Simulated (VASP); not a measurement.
Write the native input for VASP 6.6.1 that does the following.

```yaml
Task: single point
Functional: r2SCAN
Potentials_or_basis: VASP PAW PBE potentials, release 64 (Al, Bi_d, O)
Cutoff: 520 eV
k_mesh: 12 × 12 × 4
Occupations: gaussian, width 0.1 eV
Spin: no spin polarisation
Further_INCAR_settings: ALGO = Normal; EDIFF = 1e-06
```

The structure of Al3BiO3 lies in POSCAR:

```
Al3BiO3
1.0
    3.0477520000      0.0000000000      0.0000000000
   -1.5238760000      2.6394300000      0.0000000000
    0.0000000000      0.0000000000     14.2369700000
Al Bi O
3 1 3
Direct
    0.3333330000      0.6666670000      0.6165310000
    0.0000000000      0.0000000000      0.4086320000
    0.3333330000      0.6666670000      0.1302770000
    0.0000000000      0.0000000000      0.9402930000
    0.3333330000      0.6666670000      0.4945380000
    0.0000000000      0.0000000000      0.6541920000
    0.6666670000      0.3333330000      0.3605680000
```

The cell was built by a generator and needn't be a form met in nature.

The input as run:

INCAR

```
SYSTEM = Al3BiO3
  PREC = Accurate
  ENCUT = 520
  EDIFF = 1E-6
  ISMEAR = 0
  SIGMA = 0.1
  LREAL = .FALSE.
  LASPH = .TRUE.
  NELM = 150
  ALGO = Normal
  ISIF = 2
  LWAVE = .FALSE.
  LCHARG = .FALSE.
  METAGGA = R2SCAN
  LMIXTAU = .TRUE.
  KPAR = 4
```

KPOINTS

```
Automatic mesh
0
G
  12 12 4
  0 0 0
```

Potentials or basis: VASP PAW PBE potentials, release 64 (Al, Bi_d, O).

Launch:

```console
$ cat potpaw_PBE.64/Al/POTCAR potpaw_PBE.64/Bi_d/POTCAR potpaw_PBE.64/O/POTCAR > POTCAR
$ mpirun -np 4 vasp_std > vasp.out
```

It gave:

- Pressure: -3.4 GPa
- Largest force: 0.410 eV/Å
- Band gap on the k mesh: none (metal or under the smearing width)

Caveat: the PAW data sets were made with another functional, which shifts forces and pressure a little; spin-orbit coupling is left out, which moves the levels of the heavy elements.

Wall time 3.4 min on 4 MPI ranks on Intel(R) Xeon(R) 6975P-C (Granite Rapids), with other jobs on the host, peak memory 0.38 GiB a rank.
